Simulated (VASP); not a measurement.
# The low-index faces of Hf, part 5 of 5

Aim: compare the low-index faces of Hf at one level of theory.

VASP 6.6.1; PBE; plane waves and PAW (Hf).

So far. Step 5 (Potential and states of the slab, 8 atoms, face …): The vacuum level lies 4.36 eV above the Fermi level at the upper face; both faces agree, as the slab has next to no dipole. Step 6 (Surface relaxation, 12 atoms, face Hf(10-10)): The run ended after 11 ionic steps, 0.079 eV below its first step, once the forces on the free atoms met EDIFFG = -0.03.

### 7. Vacuum level and density of states, 12 atoms, face Hf(10-10)

Contents of INCAR:

```
SYSTEM = Hf
PREC = Normal
ENCUT = 320
EDIFF = 1E-06
NELM = 120
ISMEAR = 1
SIGMA = 0.15
LREAL = .FALSE.
ALGO = Fast
GGA = PE
NBANDS = 36
LASPH = .TRUE.
LORBIT = 11
LWAVE = .FALSE.
LCHARG = .TRUE.
KPAR = 4
IDIPOL = 3
LDIPOL = .TRUE.
DIPOL = 0.5 0.5 0.5
LVHAR = .TRUE.
LVACPOTAV = .TRUE.
NEDOS = 1500
```

Contents of POSCAR:

```
Hf
1.0
    3.1939811660      0.0000000000      0.0000000000
    0.0000000000      5.0399729360      0.0000000000
    0.0000000000      0.0000000000     29.7523670878
Hf
12
Direct
    0.0000000000      0.0000000000      0.2556887233
    0.5000000000      0.0000000000      0.3436201538
    0.5000000000      0.5000000000      0.2847100191
    0.0000000000      0.0000000000      0.4373836239
    0.0000000000      0.5000000000      0.3760808505
    0.5000000000      0.0000000000      0.5310242056
    0.5000000000      0.5000000000      0.4689757944
    0.0000000000      0.0000000000      0.6239191495
    0.0000000000      0.5000000000      0.5626163761
    0.5000000000      0.0000000000      0.7152899809
    0.5000000000      0.5000000000      0.6563798462
    0.0000000000      0.5000000000      0.7443112767
```

Contents of KPOINTS:

```
Automatic mesh
0
Gamma
9 6 1
0 0 0
```

Potentials, in the order of the species: Hf (PBE family, release 64).

Command:

```sh
> mpirun -np 4 vasp_std
```

Output:

```text
[... set-up lines as in an earlier step ...]
 entering main loop
       N       E                     dE             d eps       ncg     rms          rms(c)
DAV:   1     0.679625246860E+02    0.67963E+02   -0.11897E+04  1440   0.679E+02
DAV:   2    -0.101112457734E+03   -0.16907E+03   -0.15613E+03  1972   0.134E+02
DAV:   3    -0.121720173019E+03   -0.20608E+02   -0.19344E+02  1964   0.436E+01
DAV:   4    -0.123540508346E+03   -0.18203E+01   -0.17396E+01  2604   0.108E+01
DAV:   5    -0.123614934414E+03   -0.74426E-01   -0.72613E-01  2460   0.225E+00    0.314E+01
RMM:   6    -0.140812826785E+03   -0.17198E+02   -0.10023E+02  2412   0.175E+01    0.192E+01
RMM:   7    -0.149405879113E+03   -0.85931E+01   -0.82464E+01  2123   0.166E+01    0.211E+01
RMM:   8    -0.116488859760E+03    0.32917E+02   -0.15430E+01  1659   0.970E+00    0.605E+00
RMM:   9    -0.115881665187E+03    0.60719E+00   -0.51260E+00  2262   0.514E+00    0.342E+00
RMM:  10    -0.115906553628E+03   -0.24888E-01   -0.14719E+00  2294   0.266E+00    0.246E+00
RMM:  11    -0.115782087002E+03    0.12447E+00   -0.41292E-01  2346   0.145E+00    0.142E+00
RMM:  12    -0.115716491271E+03    0.65596E-01   -0.25887E-01  2331   0.101E+00    0.514E-01
RMM:  13    -0.115719677214E+03   -0.31859E-02   -0.68406E-02  2509   0.507E-01    0.364E-01
RMM:  14    -0.115716794027E+03    0.28832E-02   -0.22845E-02  2121   0.352E-01    0.113E-01
RMM:  15    -0.115716675058E+03    0.11897E-03   -0.76932E-03  2433   0.182E-01    0.628E-02
RMM:  16    -0.115716841739E+03   -0.16668E-03   -0.27365E-03  2511   0.936E-02    0.411E-02
RMM:  17    -0.115716811154E+03    0.30585E-04   -0.60785E-04  2110   0.606E-02    0.311E-02
RMM:  18    -0.115716768861E+03    0.42293E-04   -0.19898E-04  2298   0.357E-02    0.108E-02
RMM:  19    -0.115716778396E+03   -0.95348E-05   -0.93094E-05  2331   0.217E-02    0.729E-03
RMM:  20    -0.115716783416E+03   -0.50203E-05   -0.41348E-05  2324   0.128E-02    0.531E-03
RMM:  21    -0.115716815255E+03   -0.31839E-04   -0.11265E-05  1919   0.808E-03    0.418E-03
RMM:  22    -0.115716857933E+03   -0.42677E-04   -0.83684E-06  1828   0.748E-03    0.321E-03
RMM:  23    -0.115716895568E+03   -0.37636E-04   -0.35648E-06  1572   0.483E-03    0.143E-03
RMM:  24    -0.115716920237E+03   -0.24669E-04   -0.11874E-06  1401   0.343E-03    0.101E-03
RMM:  25    -0.115716931459E+03   -0.11222E-04   -0.72918E-07  1296   0.258E-03    0.407E-04
RMM:  26    -0.115716934682E+03   -0.32230E-05   -0.46439E-07  1200   0.204E-03    0.277E-04
RMM:  27    -0.115716935503E+03   -0.82150E-06   -0.30979E-07  1079   0.167E-03
 [... a notice as in an earlier step ...]

   1 F= -.11571694E+03 E0= -.11571118E+03  d E =-.172539E-01
```

It took 58 s on 4 MPI ranks of Intel Xeon 6975P-C (Granite Rapids), shared host; peak memory 1.1 GiB.

OUTCAR, selected parts (step 7):

```text
   NELECT =      48.0000    total number of electrons

 dipolmoment           0.000000      0.000000     -0.000000 electrons x Angstroem

 E-fermi :   1.2920

 k-point     1 :       0.0000    0.0000    0.0000
  band No.  band energies     occupation
    ...
     17       0.7099      2.00000
     18       0.7913      2.00002
     19       0.8080      2.00005
     20       0.9491      2.00571
     21       1.2065      1.81222
     22       1.4467     -0.05621
     23       1.5952     -0.01489
     24       1.9053     -0.00000
     25       2.1323     -0.00000
     26       2.1637     -0.00000
    ...

  Total       -4.9129782     -2.6195586     -0.6981104      0.0000000      0.0000000      0.0000000
  in kB      -16.4351375     -8.7630767     -2.3353533      0.0000000      0.0000000      0.0000000
  external PRESSURE =      -9.1778559 kB  Pullay stress =       0.0000000 kB

 POSITION                                       TOTAL-FORCE (eV/Angst)
 -----------------------------------------------------------------------------------
      0.00000      0.00000      7.60734         0.000000      0.000000      0.028409
      1.59699      0.00000     10.22351         0.000000      0.000000      0.009242
      1.59699      2.51999      8.47080         0.000000      0.000000     -0.001168
      0.00000      0.00000     13.01320         0.000000      0.000000      0.017785
      0.00000      2.51999     11.18930         0.000000      0.000000     -0.011692
      1.59699      0.00000     15.79923         0.000000      0.000000     -0.001692
      1.59699      2.51999     13.95314         0.000000      0.000000      0.001692
      0.00000      0.00000     18.56307         0.000000      0.000000      0.011692
      0.00000      2.51999     16.73917         0.000000      0.000000     -0.017785
      1.59699      0.00000     21.28157         0.000000      0.000000      0.001168
      1.59699      2.51999     19.52885         0.000000      0.000000     -0.009242
      0.00000      2.51999     22.14502         0.000000      0.000000     -0.028409
 -----------------------------------------------------------------------------------
    total drift:                               -0.000000     -0.000000     -0.000000

  FREE ENERGIE OF THE ION-ELECTRON SYSTEM (eV)
  ---------------------------------------------------
  free  energy   TOTEN  =      -115.7169355034 eV

  energy  without entropy=     -115.6996815647  energy(sigma->0) =     -115.71118419

 vacuum level on the upper side and lower side of the slab         5.202         5.202

[... 8 parts as in an earlier step ...]

[... 9 further parts left out ...]
```

Numbers from this step:

```
electronic cycles                          : 27
Fermi energy                               : 1.292 eV
dipole moment                              : 0, 0, 0 e·Å
vacuum levels                              : 5.202, 5.202 eV
work functions of the upper and lower face : 3.91, 3.91 eV
```

The planar average of the electrostatic potential oscillates, so the rows of the table below give means over windows of 2.76 Å about each position, cut where the curve ends. Its maxima inside the range that stand out by 2 % of the span (Å: eV): 9.4: -3.05, 12.1: -2.66, 14.9: -2.55, 17.6: -2.66, 20.4: -3.05. Its minima: 8.0: -8.44, 10.7: -7.84, 13.5: -7.93, 16.3: -7.93, 19.0: -7.84, 21.8: -8.44.

Zero at the Fermi level. The planar average of the electrostatic potential by height; means over each step:

```csv
height (Å),planar average of the electrostatic potential (eV)
1.38,3.91
4.14,3.85
6.90,-2.25
9.66,-5.52
12.42,-5.22
15.18,-5.17
17.94,-5.20
20.70,-5.64
23.46,0.362
26.22,3.89
28.98,3.91
```

Density of states in the PAW spheres, an atom over height of the layer and energy from the Fermi level.

Values in states/eV, 22 rows by 12 columns, each cell a mean:
```
1.61 1.25 1.20 1.40 1.31 1.39 1.39 1.31 1.40 1.20 1.25 1.61
1.37 1.16 0.70 0.53 0.58 0.51 0.51 0.58 0.53 0.70 1.16 1.37
0.94 0.84 0.60 0.58 0.65 0.63 0.63 0.65 0.58 0.60 0.84 0.94
1.23 0.97 1.00 1.12 1.29 1.27 1.27 1.29 1.12 1.00 0.97 1.23
1.08 1.14 1.06 1.03 0.96 0.98 0.98 0.96 1.03 1.06 1.14 1.08
0.50 0.61 0.71 0.71 0.64 0.67 0.67 0.64 0.71 0.71 0.61 0.50
0.50 0.59 0.71 0.73 0.71 0.70 0.70 0.71 0.73 0.71 0.59 0.50
0.65 0.73 0.74 0.67 0.59 0.59 0.59 0.59 0.67 0.74 0.73 0.65
0.54 0.58 0.64 0.62 0.63 0.66 0.66 0.63 0.62 0.64 0.58 0.54
0.41 0.45 0.55 0.50 0.43 0.42 0.42 0.43 0.50 0.55 0.45 0.41
0.34 0.43 0.57 0.58 0.58 0.56 0.56 0.58 0.58 0.57 0.43 0.34
0.23 0.25 0.29 0.31 0.27 0.27 0.27 0.27 0.31 0.29 0.25 0.23
0.18 0.21 0.20 0.21 0.21 0.22 0.22 0.21 0.21 0.20 0.21 0.18
0.12 0.14 0.16 0.16 0.14 0.12 0.12 0.14 0.16 0.16 0.14 0.12
0.12 0.14 0.14 0.13 0.16 0.18 0.18 0.16 0.13 0.14 0.14 0.12
0.06 0.09 0.10 0.09 0.07 0.07 0.07 0.07 0.09 0.10 0.09 0.06
0.07 0.09 0.11 0.10 0.10 0.10 0.10 0.10 0.10 0.11 0.09 0.07
0.03 0.05 0.07 0.07 0.06 0.06 0.06 0.06 0.07 0.07 0.05 0.03
0.02 0.04 0.06 0.06 0.05 0.04 0.04 0.05 0.06 0.06 0.04 0.02
0.01 0.01 0.02 0.03 0.03 0.04 0.04 0.03 0.03 0.02 0.01 0.01
0.00 0.00 0.00 0.00 0.00 0.00 0.00 0.00 0.00 0.00 0.00 0.00
0.00 0.00 0.00 0.00 0.00 0.00 0.00 0.00 0.00 0.00 0.00 0.00
```
Columns: height of the layer (Å) from 7.6 to 22.1 (not evenly spaced); rows upwards: energy from the Fermi level (eV) from -7.9 to 0.5.

Valence density in the ca plane at fractional y = 0.000, with atoms of Hf within 0.2 Å of it. It is the smooth field of the valence electrons, not physical close to the nuclei.

Values in e/Å³, 5 rows by 16 columns, each cell a mean:
```
0.20 0.22 0.21 0.16 0.16 0.21 0.20 0.21 0.20 0.16 0.19 0.12 0.03 0.01 0.00 0.00
0.18 0.16 0.21 0.19 0.22 0.20 0.16 0.18 0.21 0.19 0.21 0.13 0.03 0.01 0.00 0.00
0.17 0.14 0.20 0.21 0.20 0.21 0.15 0.16 0.22 0.20 0.21 0.15 0.03 0.01 0.00 0.00
0.18 0.18 0.21 0.18 0.21 0.21 0.17 0.20 0.21 0.18 0.22 0.12 0.03 0.01 0.00 0.00
0.21 0.21 0.21 0.15 0.15 0.21 0.21 0.20 0.21 0.15 0.18 0.12 0.03 0.01 0.00 0.00
```
Columns run along c (16.0 Å, from fractional 0.37 to 0.91 of the cell), rows up along a (3.2 Å). Atoms in or near the plane, at fractional coordinates: Hf at (0.44, 0.00), Hf at (0.53, 0.50), Hf at (0.62, 0.00), Hf at (0.72, 0.50).

The map of layer states is cut here 0.5 eV above the Fermi level, so it leaves out the states above that.

The vacuum level lies 3.91 eV above the Fermi level at the upper face; both faces agree, as the slab has next to no dipole.

The program found no field-free point at its default tolerance, but its printed level agrees with the flat part of the planar average.

On this mesh the fine structure of the density of states is sampling noise, and high empty states may be cut by the number of bands.

### 8. The faces side by side

This step: surfaces of a metal, PBE; plane waves and PAW (VASP 6.6.1).

This step runs nothing: it gathers the runs above.

Symmetric slabs, all atoms free. All faces:

```csv
face,layers,area a surface atom (Å²),work function (eV),surface energy as cut (J/m²),surface energy relaxed (J/m²),change of the top spacing (%)
Hf(0001),8,8.835,4.365,1.88,1.747,-6.84
Hf(10-10),12,16.1,3.91,1.923,1.883,-6.35
```

Each surface energy is the slab's energy less its number of atoms times the bulk energy of -9.9579 eV, over twice the cell's area.

### 9. What came out

| Property | Result |
| --- | --- |
| Hf(0001) | 1.75 J/m², 4.36 eV |
| Hf(10-10) | 1.88 J/m², 3.91 eV |

The cheapest face is Hf(0001) at 1.75 J/m², against 1.88 for Hf(10-10). The work functions are 4.36 eV for Hf(0001) and 3.91 eV for Hf(10-10). The densest face has the highest work function, as the smoothing of the electron density over an open face lowers the surface dipole. The densest face is also the cheapest, since it cuts the fewest bonds an area. The top spacing changes by -6.8 % on Hf(0001) and -6.3 % on Hf(10-10). Of the two ends of the prism face, the one with the short outer spacing was run. One thickness was run for each face, and bulk and slab meshes don't match, which leaves some hundredths of a J/m². The cells are 1 × 1 and can't reconstruct. Spin-orbit coupling is left out, which matters for a heavy metal.

[Lines on the potential files, build, host, timing and source positions are cut from VASP's logs without a mark.]

[Logs are printed without paths, hosts, clocks, repeated set-up lines and the standing remarks that a program may print on its own settings, such as how far it seeks lower states.]

[Hosts, paths, dates, database ids (printed as entryN), source tags and the programs' standing remarks are cut or masked in the printed files.]

[Runs that stopped without an error message from VASP are left out.]
